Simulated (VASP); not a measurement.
Input:

```
SrVO3
1.0
    3.84316     0.00000     0.00000
    0.00000     3.84316     0.00000
    0.00000     0.00000     3.84316
Sr V O
1 1 3
Direct
  0.00000   0.00000   0.00000
  0.50000   0.50000   0.50000
  0.50000   0.00000   0.50000
  0.00000   0.50000   0.50000
  0.50000   0.50000   0.00000
```

Computed with PBE GGA with D3 dispersion (zero damping), VASP's PBE PAW potentials (set 64) (plane waves; VASP). Run with 520 eV cut-off, Gaussian smearing of 0.050 eV, potentials Sr_sv V_sv O.

Question: What does the run give for the band gap (along the path) with the smallest direct gap where there is one?

Answer: 
The band gap (along the path) comes out as none (metal, semimetal or under 0.01 eV).

The compound is SrVO3 in the cubic perovskite structure. It was relaxed first. The run is not spin-polarised, so no magnetic state was tried. The electron count is odd and the run is not spin-polarised, which forces a metal.
